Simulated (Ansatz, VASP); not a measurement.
# Cross-check of Cu2Te between VASP and Ansatz, part 2 of 3

One calculation is typed for both programs; each brings its own data sets. How far apart do they land? The cell is generated by rule, not measured, and may not be a known phase. The cell is taken from a series of runs on this material, whose earlier steps may have relaxed, scaled, displaced or heated it; both programs get it as it stands.

VASP 6.6.1 and Ansatz 0.2.0.

So far: The structure; VASP: relaxation of cell and atoms, PBEsol, pair 1.

## (3) Ansatz: relaxation of cell and atoms, PBEsol, pair 1

Level of this step: Ansatz beside VASP: Kohn-Sham DFT, plane waves, PBEsol (Ansatz).

Ansatz runs on its default PAW (the set named soft_2) files.

The same cell, functional, mesh and smearing now go to Ansatz, which takes its cutoff from its data sets.

input.yaml reads:

```yaml
crystal:
  lattice:
    - [5.5485247405, 0.0, 0.0]
    - [0.0, 5.5485247405, 0.0]
    - [0.0, 0.0, 5.5485247405]
  atoms:
    - { symbol: Te, position: [0.0, 0.0, 0.0] }
    - { symbol: Te, position: [0.5, 0.5, 0.5] }
    - { symbol: Cu, position: [0.25, 0.25, 0.25] }
    - { symbol: Cu, position: [0.75, 0.75, 0.25] }
    - { symbol: Cu, position: [0.75, 0.25, 0.75] }
    - { symbol: Cu, position: [0.25, 0.75, 0.75] }
kpoints:
  mp_grid: { grid: [4, 4, 4] }
hamiltonian:
  xc: pbesol
scf:
  occupations: { method: gaussian, width: 0.02 }
output:
  forces: true
  stress: true
  eigenvalues: true
relax:
  adjacent_minimum: "off"
  f_tol: 0.005
  max_steps: 80
  cell: { stress_tol: 0.05 }
```

The run is started by

```console
ansatz run input.yaml --threads 8 --pin off --max-ram 14336MiB --backend cpu --events-out ev --progress --plain --runs-dir out
```

Numbers of over 12 decimals in the logs are rounded to 6 here.

The log of the run:

```text
Engine: ansatz 0.2.0, aarch64-unknown-linux-gnu
Pseudopotentials: kind: paw
Pseudopotential: Te, paw, valence charge 16, recommended cutoff 420 eV (normal), Te.paw.azcp
Pseudopotential: Cu, paw, valence charge 19, recommended cutoff 420 eV (normal), Cu.paw.azcp
Functional definition: PBEsol
  exchange = pbesol_x
  correlation = pbesol_c
Crystal: 6 atoms, lattice volume = 170.818 Å³
Basis set: ecut = 420 eV, 3287 PW (Γ), exchange–correlation on 80×80×80 points (8 copies of the dense FFT grid, shifted against one another)
Bands: 65, of which v1, the nominal top of the filled ones, is band 54 counted from 1 (53 counted from 0)
Symmetry: 48 space group operations
Space group: Pn-3m (ITA 224), of the structure as read, at distance tolerance 5.5e-5 Å
k-points: 10 of 64
Non-local potential: Te, projectors of the file, l = 0: 2, l = 1: 2, l = 2: 2, l = 3: 2
Non-local potential: Cu, projectors of the file, l = 0: 3, l = 1: 2, l = 2: 3, l = 3: 1
PAW form: soft (Blöchl's): semilocal exchange-correlation on the pseudo side does not see the compensation charge
PAW frozen core: Te, regenerated for the run's functional, and the local potential with it (the file was generated under x = pbe(κ = 0.804, μ = 0.219515), c = pbe(β = 0.066725))
PAW frozen core: Cu, regenerated for the run's functional, and the local potential with it (the file was generated under x = pbe(κ = 0.804, μ = 0.219515), c = pbe(β = 0.066725))
PAW one-centre angular grid: Te, 590 points (default); XC on 64 Gauss nodes
PAW one-centre angular grid: Cu, 590 points (default); XC on 64 Gauss nodes
Initial density: superposition of atomic densities (neutral atoms: chi_scale 0, normalization atom), corrected by the library's trained network
Initial wavefunctions: pseudopotential atomic-orbital guess
Functional: x = pbesol(κ = 0.804, μ = 0.123457), c = pbesol(β = 0.046)
SCF iter   1: F=—  HF=-40155.487144 eV  |F-HF|=—  |Δ(HF+E_count)|=         —  Δρ=6.63e-3  dr2=5.34e-2  ethr=1.77e-3  ⟨swp⟩=6.8  Hψ=2621  notcnv=0  defer=3
preconditioner: auto → Resta (q_TF=auto, 2.528 Å⁻¹)  ε∞=9.3  [insulator: Δε(μ)=1.923 eV  Ē_g=7.373 eV  σ=0.020 eV  W_gap=1.00  n_scr=32 (ndim 8)  ℏωp=21.3 eV  f_vac=0.254  D(μ)=0.00/eV (n_scr^D=0)  ε∞_Penn≈9.3]
SCF iter   2: F=—  HF=-40155.483553 eV  |F-HF|=—  |Δ(HF+E_count)|=   3.59e-3  Δρ=5.20e-3  dr2=3.28e-2  ethr=4.94e-5  ⟨swp⟩=2.0  Hψ=1318  notcnv=0  defer=42
SCF iter   3: F=—  HF=-40155.475790 eV  |F-HF|=—  |Δ(HF+E_count)|=   7.76e-3  Δρ=1.56e-3  dr2=6.48e-3  ethr=3.03e-5  ⟨swp⟩=2.0  Hψ=928  notcnv=0  defer=42
SCF iter   4: F=—  HF=-40155.475115 eV  |F-HF|=—  |Δ(HF+E_count)|=   6.75e-4  Δρ=4.19e-4  dr2=7.21e-4  ethr=6.00e-6  ⟨swp⟩=2.1  Hψ=954  notcnv=0  defer=42
SCF iter   5: F=—  HF=-40155.475253 eV  |F-HF|=—  |Δ(HF+E_count)|=   1.38e-4  Δρ=1.50e-4  dr2=6.21e-5  ethr=6.68e-7  ⟨swp⟩=2.0  Hψ=888  notcnv=0  defer=42
SCF iter   6: F=—  HF=-40155.475315 eV  |F-HF|=—  |Δ(HF+E_count)|=   6.27e-5  Δρ=5.82e-5  dr2=4.01e-6  ethr=5.75e-8  ⟨swp⟩=2.0  Hψ=888  notcnv=0  defer=42
SCF iter   7: F=—  HF=-40155.475317 eV  |F-HF|=—  |Δ(HF+E_count)|=   1.27e-6  Δρ=1.53e-5  dr2=3.30e-7  ethr=3.72e-9  ⟨swp⟩=2.0  Hψ=988  notcnv=0  defer=42
SCF iter   8: F=-40155.475317 eV  HF=-40155.475317 eV  |F-HF|=1.24e-9  |Δ(HF+E_count)|=   1.42e-7  Δρ=1.84e-6  dr2=5.87e-9  ethr=9.26e-11  ⟨swp⟩=10.4  Hψ=2832  notcnv=0
SCF 1 converged in 8 iterations: F = -40155.475317 eV  dr2 = 5.87e-9
  greatest PAW one-centre occupation: 1.000 electrons in one spin orbital (limit 2), on the Cu atom at site 3 (counted from 0), in its partial waves of l = 0
relax step   1: F+E_penalty+E_count = -40155.47531692 eV  Δ(F+E_penalty+E_count) = +0.000e0 eV  max|allowed force component| = 2.409e-19 eV/Å  Δτ_max = 0.0000 Å  P = -0.027 GPa  Ω = 170.818 Å³  (8 SCF iters, dr2 threshold 1.00e-7 eV, accepted)
Initial density: handed on by an earlier stage of this run
Initial wavefunctions: pseudopotential atomic-orbital guess (no wavefunctions were taken with the density)
iter 1 solved again at ethr=2.37e-7 eV; its pass at ethr=3.10e-3 eV (dr2=2.56e-4 eV) is discarded
SCF iter   1: F=—  HF=-40155.475303 eV  |F-HF|=—  |Δ(HF+E_count)|=         —  Δρ=1.58e-6  dr2=5.01e-9  ethr=2.37e-7  ⟨swp⟩=3.8  Hψ=4347  notcnv=0
eigensolver tolerance schedule: the retry pair's looser diagonalisation over-reported the residual by 51183.46 of it (diagonalisation noise at an unbounded share of the residual, at the tolerance the schedule requests for it); recorded, not acted on — ethr = c·dr2/N_el stays at c = 1.0e-1
preconditioner: auto → Resta (q_TF=auto, 2.528 Å⁻¹)  ε∞=9.2  [insulator: Δε(μ)=1.994 eV  Ē_g=7.428 eV  σ=0.020 eV  W_gap=1.00  n_scr=32 (ndim 8)  ℏωp=21.3 eV  f_vac=0.248  D(μ)=0.00/eV (n_scr^D=0)  ε∞_Penn≈9.2]
SCF iter   2: F=—  HF=-40155.475317 eV  |F-HF|=—  |Δ(HF+E_count)|=   1.37e-5  Δρ=2.70e-6  dr2=8.46e-9  ethr=4.64e-12  ⟨swp⟩=4.1  Hψ=1777  notcnv=0
SCF iter   3: F=—  HF=-40155.475317 eV  |F-HF|=—  |Δ(HF+E_count)|=   1.94e-9  Δρ=9.29e-7  dr2=1.49e-9  ethr=4.64e-12  ⟨swp⟩=3.0  Hψ=1190  notcnv=0
SCF iter   4: F=—  HF=-40155.475317 eV  |F-HF|=—  |Δ(HF+E_count)|=   1.90e-9  Δρ=1.04e-6  dr2=1.18e-9  ethr=1.38e-12  ⟨swp⟩=2.0  Hψ=1189  notcnv=0
SCF iter   5: F=—  HF=-40155.475317 eV  |F-HF|=—  |Δ(HF+E_count)|=  2.18e-11  Δρ=3.40e-7  dr2=2.11e-10  ethr=1.10e-12  ⟨swp⟩=2.0  Hψ=845  notcnv=0
SCF iter   6: F=-40155.475317 eV  HF=-40155.475317 eV  |F-HF|=1.46e-11  |Δ(HF+E_count)|=  1.02e-10  Δρ=1.76e-7  dr2=4.85e-11  ethr=1.00e-12  ⟨swp⟩=3.0  Hψ=2540  notcnv=0
SCF 2 converged in 6 iterations: F = -40155.475317 eV  dr2 = 4.85e-11
  greatest PAW one-centre occupation: 1.000 electrons in one spin orbital (limit 2), on the Cu atom at site 2 (counted from 0), in its partial waves of l = 0
relax step   2: F+E_penalty+E_count = -40155.47531692 eV  Δ(F+E_penalty+E_count) = -8.054e-9 eV  max|allowed force component| = 4.819e-19 eV/Å  Δτ_max = 0.0000 Å  P = -0.027 GPa  Ω = 170.818 Å³  stress off target by 2.65e-2 GPa  SCF on the basis re-selected at this cell (its energy is not comparable with the rows above)  (6 SCF iters)
basis re-selected at this cell: Δ(F+E_penalty+E_count) = -8.054e-9 eV, ΔP = +0.000 GPa vs the last step (what re-selecting the basis moved, of the pressure what is left beyond the Pulay correction that the steps carried, after the strain that the cell walked since its last selection, with what the two solves' SCF thresholds leave and, on support functions, any second-order correction that the steps lacked; it is no m [...]
SCF converged after 6 iterations
Free energy (F): -40155.475317 eV
Harris-Foulkes:  -40155.475317 eV  (|F-HF|=1.46e-11)
Internal energy: -40155.475317 eV  (E = F + TS)
E sigma→0 (E₀):  -40155.475317 eV
Fermi energy:    6.466665 eV
--- Per-component energies (eV) ---
  E_band       = -2752.297134
  E_kinetic    = 1565.387305
  E_local      = -26244.931221  (includes V_loc(G=0)·N_el)
  E_nonlocal   = 992.903037
  E_hartree    = 12110.610974
  E_xc         = -592.993324
  E_vxc        = -656.821731  (∫ρ·V_xc dr)
  E_paw        = -15713.954306  (= ΣΔE_a)
  E_vpaw       = -2630.058194  (= ΣTr[D̂ρ^β])
  E_aug_tail   = 0.000705  (compensation charges beyond the density's cutoff)
  E_ewald      = -12274.072926
  E_core_change = 1.574439  (= ΣΔE_core)
  E_smearing   = -0.000000  (= −TS)
  E_closure    = 0.000000  (closes the sum)
  Σ components = -40155.475317   (vs F -40155.475317, Δ=0.00e0)
--- Forces (eV/Å), atoms counted from 1 ---
  atom   1  Te    -0.00000000     0.00000000     0.00000000
  atom   2  Te    -0.00000000     0.00000000     0.00000000
  atom   3  Cu    -0.00000000     0.00000000     0.00000000
  atom   4  Cu    -0.00000000     0.00000000     0.00000000
  atom   5  Cu    -0.00000000     0.00000000     0.00000000
  atom   6  Cu    -0.00000000     0.00000000     0.00000000
  max |Σ_I F_I| component: 1.45e-18 eV/Å
--- Stress (GPa, compression-positive) ---
       -0.026530       0.000000       0.000000
       -0.000000      -0.026530       0.000000
        0.000000       0.000000      -0.026530
  P = ⅓ Tr σ = -0.0265 GPa (-0.265 kbar)
--- Band table (eV; the first three rows and the last of 10) ---
  k-point 0: bands = [... 50 lower, 4.7905, 5.4279, 5.4279, 5.4279, 7.4634, 7.4634, 7.5477, 11.3363, ... 7 higher]
  k-point 1: bands = [... 50 lower, 4.9178, 4.9206, 5.4059, 5.4059, 7.8562, 8.4469, 8.6488, 10.4377, ... 7 higher]
  k-point 2: bands = [... 50 lower, 5.2958, 5.2958, 5.3045, 5.3045, 8.9158, 8.9158, 9.9464, 9.9464, ... 7 higher]
  k-point 9: bands = [... 50 lower, 4.8148, 5.1089, 5.1089, 5.1089, 9.5543, 9.5543, 9.5543, 11.0431, ... 7 higher]
--- Relaxed structure (1 steps of the walk, 1 accepted, 1 SCFs on fresh bases) ---
  F+E_penalty+E_count = -40155.47531692 eV   max|allowed force component| = 4.819e-19 eV/Å   (the final SCF, on the basis selected at the relaxed cell)
  cell:  # Å, volume = 170.8176 Å³
    - [5.5485247405, 0.0, 0.0]
    - [0.0, 5.5485247405, 0.0]
    - [0.0, 0.0, 5.5485247405]
  atoms:
    - { symbol: Te, position: [0.0, 0.0, 0.0] }
    - { symbol: Te, position: [0.500000, 0.500000, 0.500000] }
    - { symbol: Cu, position: [0.250000, 0.250000, 0.250000] }
    - { symbol: Cu, position: [0.750000, 0.750000, 0.250000] }
    - { symbol: Cu, position: [0.750000, 0.250000, 0.750000] }
    - { symbol: Cu, position: [0.250000, 0.750000, 0.750000] }
```

The column dr2 measures how far the density is from self-consistency, as an energy; F and HF (Harris–Foulkes) agree once it is small.

## (4) Side by side

Known differences besides the potentials themselves: the data sets hold 108 valence electrons in Ansatz (on its default PAW (the set named soft_2) files) and 56 in VASP; the cutoff is 420 eV in Ansatz and 600 eV in VASP; Ansatz makes its cores anew for this functional, VASP keeps those of its PBE data sets; Ansatz adds a Pulay correction to the stress that steers its cell, VASP none. Total energies have different zeros and are not compared.

Compared:

| quantity | Ansatz | VASP | difference |
| --- | --- | --- | --- |
| volume (Å³) | 170.82 | 171.24 | -0.24 % |
| edge a after relaxation, in the typed setting (Å) | 5.548 | 5.553 | -0.08 % |

## (5) Ansatz: relaxation of cell and atoms, PBEsol, pair 2

The relaxed volume is the usual yardstick between codes: in a stiff, nearly cubic crystal its relative difference is about their pressure difference at one cell divided by the bulk modulus. Its start cell is another than that of the pair before, and may be another structure of the material.

The cell is taken from a series of runs on this material, whose earlier steps may have relaxed, scaled, displaced or heated it; both programs get it as it stands.

input.yaml reads:

```yaml
crystal:
  lattice:
    - [3.6651903954, 2.1160986614, 2.7834740715]
    - [-3.6651903954, 2.1160986614, 2.7834740715]
    - [0.0, -4.2321973228, 2.7834740715]
  atoms:
    - { symbol: Te, position: [0.2133793219, 0.2133793219, 0.2133793219] }
    - { symbol: Te, position: [0.7866206781, 0.7866206781, 0.7866206781] }
    - { symbol: Cu, position: [0.5, 0.1699516387, 0.8300483613] }
    - { symbol: Cu, position: [0.5, 0.5, 0.5] }
    - { symbol: Cu, position: [0.8300483613, 0.5, 0.1699516387] }
    - { symbol: Cu, position: [0.1699516387, 0.8300483613, 0.5] }
kpoints:
  mp_grid: { grid: [6, 6, 6] }
hamiltonian:
  xc: pbesol
scf:
  occupations: { method: fixed }
output:
  forces: true
  stress: true
  eigenvalues: true
relax:
  adjacent_minimum: "off"
  f_tol: 0.001
  max_steps: 60
  cell: { stress_tol: 0.01 }
```

The log of the run:

```text
[...]
Crystal: 6 atoms, lattice volume = 129.530 Å³
Basis set: ecut = 420 eV, 2535 PW (Γ), exchange–correlation on 72×72×72 points (8 copies of the dense FFT grid, shifted against one another)
Bands: 65, of which v1, the nominal top of the filled ones, is band 54 counted from 1 (53 counted from 0)
Symmetry: 6 space group operations
[...]
k-points: 32 of 216 (time reversal used)
[...]
- [3.665581, 2.116324, 2.785463]
    - [-3.665581, 2.116324, 2.785463]
    - [1.6920645963772339e-19, -4.232649, 2.785463]
  atoms:
    - { symbol: Te, position: [0.213425, 0.213425, 0.213425] }
    - { symbol: Te, position: [0.786575, 0.786575, 0.786575] }
    - { symbol: Cu, position: [0.5, 0.169977, 0.830023] }
    - { symbol: Cu, position: [0.5, 0.5, 0.5] }
    - { symbol: Cu, position: [0.830023, 0.5, 0.169977] }
    - { symbol: Cu, position: [0.169977, 0.830023, 0.500000] }
[key lines of the parts left out:]
SCF converged after 9 iterations
Free energy (F): -40156.658531 eV
Fermi energy:    9.678273 eV
P = ⅓ Tr σ = -0.0013 GPa (-0.013 kbar)
```

## (6) VASP: relaxation of cell and atoms, PBEsol, pair 2

The same cell, functional and mesh now go to VASP, with its own data sets.

INCAR reads:

```
SYSTEM = Cu2Te
PREC = Accurate
ENCUT = 600
EDIFF = 1E-07
NELM = 120
ISMEAR = 0
SIGMA = 0.01
LREAL = .FALSE.
ALGO = Normal
GGA = PS
NBANDS = 34
LASPH = .TRUE.
LORBIT = 11
LWAVE = .FALSE.
LCHARG = .FALSE.
ISIF = 3
IBRION = 2
NSW = 80
EDIFFG = -0.005
GGA_COMPAT = .FALSE.
NELMIN = 4
EFERMI = MIDGAP
KPAR = 2
```

POSCAR reads:

```
Cu2Te
1.0
    3.6651900000      2.1160990000      2.7834740000
   -3.6651900000      2.1160990000      2.7834740000
    0.0000000000     -4.2321970000      2.7834740000
Te Cu
2 4
Direct
    0.2133792591      0.2133792591      0.2133793095
    0.7866206621      0.7866206621      0.7866208480
    0.4999999427      0.1699515687      0.8300484886
    0.4999999606      0.4999999606      0.5000000788
    0.8300483526      0.4999999785      0.1699516689
    0.1699515866      0.8300483346      0.5000000788
```

KPOINTS reads:

```
Automatic mesh
0
Gamma
6 6 6
0 0 0
```

PAW data sets: Te and Cu (PBE family, release 64).

The run is started by

```console
mpirun -np 2 vasp_std
```

The log of the run:

```text
[banner, memory and clock lines left out]
running    2 mpi-ranks, on    1 nodes
[...]
[... a notice as in an earlier step ...]

 LDA part: xc-table for (Slater+PW92), standard interpolation
 POSCAR, INCAR and KPOINTS ok, starting setup
[...]
entering main loop
       N       E                     dE             d eps       ncg     rms          rms(c)
DAV:   1     0.462626073478E+03    0.46263E+03   -0.26144E+04  2176   0.232E+03
DAV:   2     0.200356658678E+02   -0.44259E+03   -0.43344E+03  2176   0.424E+02
DAV:   3    -0.238979977206E+02   -0.43934E+02   -0.42652E+02  2900   0.178E+02
DAV:   4    -0.260128131152E+02   -0.21148E+01   -0.20977E+01  3398   0.403E+01
[...]
DAV:  18    -0.229112292163E+02   -0.17755E-06   -0.13413E-06  2600   0.898E-03    0.374E-03
DAV:  19    -0.229112290008E+02    0.21543E-06   -0.90826E-08  1152   0.101E-02    0.199E-03
DAV:  20    -0.229112289490E+02    0.51861E-07   -0.80263E-08  1140   0.361E-03
   1 F= -.22911229E+02 E0= -.22911229E+02  d E =-.229112E+02
[... from here on, the cycles between the ionic steps are left out ...]
   2 F= -.22911568E+02 E0= -.22911568E+02  d E =-.339091E-03
   3 F= -.22911727E+02 E0= -.22911727E+02  d E =-.497801E-03
   4 F= -.22911719E+02 E0= -.22911719E+02  d E =-.490145E-03
   5 F= -.22911726E+02 E0= -.22911726E+02  d E =-.496667E-03
   6 F= -.22911727E+02 E0= -.22911727E+02  d E =-.498499E-03
   7 F= -.22911750E+02 E0= -.22911750E+02  d E =-.227213E-04
   8 F= -.22911755E+02 E0= -.22911755E+02  d E =-.277318E-04
   9 F= -.22911763E+02 E0= -.22911763E+02  d E =-.355061E-04
  10 F= -.22911770E+02 E0= -.22911770E+02  d E =-.423752E-04
  11 F= -.22911768E+02 E0= -.22911768E+02  d E =-.405803E-04
  12 F= -.22911769E+02 E0= -.22911769E+02  d E =-.420188E-04
  13 F= -.22911781E+02 E0= -.22911781E+02  d E =-.114011E-04
 trial-energy change:   -0.000011  1 .order   -0.000014   -0.000019   -0.000009
 step:   0.9685(harm=  0.9685)  dis= 0.00059  next Energy=   -22.911787 (dE=-0.172E-04)
 reached required accuracy - stopping structural energy minimisation
```

OUTCAR, selected parts (step 6):

```text
  Total       -0.0227014     -0.0227014      0.0202369      0.0000000      0.0000000      0.0000000
  in kB       -0.2794269     -0.2794269      0.2490921      0.0000000      0.0000000      0.0000000
  external PRESSURE =      -0.1032539 kB  Pullay stress =       0.0000000 kB

 POSITION                                       TOTAL-FORCE (eV/Angst)
 -----------------------------------------------------------------------------------
     -0.00000      0.00000      1.78655         0.000000     -0.000000     -0.000927
     -0.00000      0.00000      6.57918         0.000000      0.000000      0.000927
      1.21228     -2.09973      4.18286         0.002236     -0.003872     -0.000000
     -0.00000      0.00000      4.18286         0.000000      0.000000      0.000000
      1.21228      2.09973      4.18286         0.002236      0.003872      0.000000
     -2.42456      0.00000      4.18286        -0.004471     -0.000000     -0.000000
 -----------------------------------------------------------------------------------
    total drift:                               -0.000013      0.000689      0.000000

  FREE ENERGIE OF THE ION-ELECTRON SYSTEM (eV)
  ---------------------------------------------------
  free  energy   TOTEN  =       -22.9117808678 eV

  energy  without entropy=      -22.9117808678  energy(sigma->0) =      -22.91178087

[... 1 part as in an earlier step ...]

[... 3 further parts left out ...]
[key lines of the parts left out:]
E-fermi :   5.1372
```

The run keeps the 6 symmetry operations of its start, so it cannot find a distortion of lower symmetry.

## (7) Differences

What differs besides the data sets and the points named for the pairs above, as far as they apply: fixed occupations in Ansatz, narrow Gaussian smearing in VASP; the data sets hold 108 valence electrons in Ansatz (on its default PAW (the set named soft_2) files) and 56 in VASP. Total energies have different zeros and are not compared.

Both answers:

| quantity | Ansatz | VASP | difference |
| --- | --- | --- | --- |
| volume (Å³) | 129.65 | 130.17 | -0.40 % |
| edge a after relaxation, in the typed setting (Å) | 5.067 | 5.074 | -0.13 % |

(Continued in part 3 of 3.)

[Lines on the potential files, build, host, timing and source positions are cut from VASP's logs without a mark.]

[Logs are printed without paths, hosts, clocks, repeated set-up lines and the standing remarks that a program may print on its own settings, such as how far it seeks lower states.]

[Hosts, paths, dates, database ids (printed as entryN), source tags and the programs' standing remarks are cut or masked in the printed files.]
